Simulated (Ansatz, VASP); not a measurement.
Si3Sn: VASP beside Ansatz

```
Si Sn
1.0
     4.09780    0.00000    0.00000
     0.00000    4.09780    0.00000
     0.00000    0.00000    5.68010
Si Sn
3 1
Direct
  0.50000 0.00000 0.77446
  0.50000 0.50000 0.00000
  0.00000 0.50000 0.22554
  0.00000 0.00000 0.50000
```

Change from the starting cell: epitaxial_xy strain +1.5%.

Alike in both runs: task single point; functional r2SCAN; k mesh 6 × 6 × 4; no spin polarisation.

|  | VASP | Ansatz |
| --- | --- | --- |
| version | VASP 6.6.1 | Ansatz 0.2.0 |
| potentials or method | VASP PAW PBE potentials, release 64 (Si, Sn_d) | plane waves, PAW |
| plane-wave cutoff (eV) | 520 | 500 |
| occupations | gaussian, width 0.01 eV | fixed |
| valence electrons in the cell | 26 | 26 |

|  | VASP | Ansatz | Ansatz less VASP |
| --- | --- | --- | --- |
| gap on the k mesh at the Fermi level (eV) | 0.53 | 0.52 | -0.008 |
| pressure (GPa) | -1.5 | -1.3 | +0.15 |
| largest component of the traceless stress (GPa) | 1.36 | 1.35 | -0.015 |
| rms of the force components (eV/Å) | 0.003 | 0.001 | -0.0017 |

Atom by atom the forces differ by 0.002 eV/Å (rms over components).

Caveats: the PAW data sets were made with another functional, which shifts forces and pressure a little (VASP); spin-orbit coupling is left out, which moves the levels of the heavy elements. A k mesh can miss the band edges.
